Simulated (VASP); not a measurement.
OSZICAR of a VASP run on ScAl2 (space group Fd-3m):

**OSZICAR**
```
       N       E                     dE             d eps       ncg     rms          rms(c)
DAV:   1     0.332351312572E+03    0.33235E+03   -0.11414E+04   752   0.101E+03
DAV:   2    -0.134511000531E+02   -0.34580E+03   -0.34102E+03  1005   0.596E+02
DAV:   3    -0.357508830444E+02   -0.22300E+02   -0.21442E+02  1099   0.161E+02
DAV:   4    -0.366200823262E+02   -0.86920E+00   -0.85012E+00  1120   0.230E+01
DAV:   5    -0.366392025449E+02   -0.19120E-01   -0.18921E-01  1064   0.331E+00    0.108E+01
DAV:   6    -0.333835808866E+02    0.32556E+01   -0.20240E+01  1064   0.372E+01    0.349E+00
DAV:   7    -0.332888288289E+02    0.94752E-01   -0.64036E-01  1163   0.769E+00    0.222E+00
DAV:   8    -0.332302615041E+02    0.58567E-01   -0.11325E-01  1040   0.279E+00    0.436E-01
DAV:   9    -0.332288105952E+02    0.14509E-02   -0.14611E-02   995   0.138E+00    0.172E-01
DAV:  10    -0.332285775696E+02    0.23303E-03   -0.62561E-04  1056   0.267E-01    0.669E-02
DAV:  11    -0.332285358380E+02    0.41732E-04   -0.18908E-04  1088   0.147E-01    0.264E-02
DAV:  12    -0.332285346317E+02    0.12063E-05   -0.77086E-06   800   0.206E-02    0.109E-02
DAV:  13    -0.332285329736E+02    0.16581E-05   -0.12138E-05   904   0.387E-02    0.300E-03
DAV:  14    -0.332285329651E+02    0.85583E-08   -0.33044E-07   600   0.110E-02
   1 F= -.33228533E+02 E0= -.33219815E+02  d E =-.174350E-01
```

Problem. Which electronic solver shows in the log?

Solution. It is blocked Davidson (ALGO = Normal, or the opening steps of other solvers). The INCAR had ALGO = Normal.

Problem. Can the final energy be trusted as converged?

Solution. The calculation finished and met its thresholds. It stopped with EDIFF = 1E-6, NELM = 100 (LDA (Ceperley-Alder, Perdew-Zunger), plane waves, VASP's LDA PAW potentials (set 64)).

The structure comes from a computed database's ScAl2 entry (Fd-3m); how it stands against other phases isn't given here. The cell was not relaxed at this level, and its volume differs by -5.9 % from the start's.
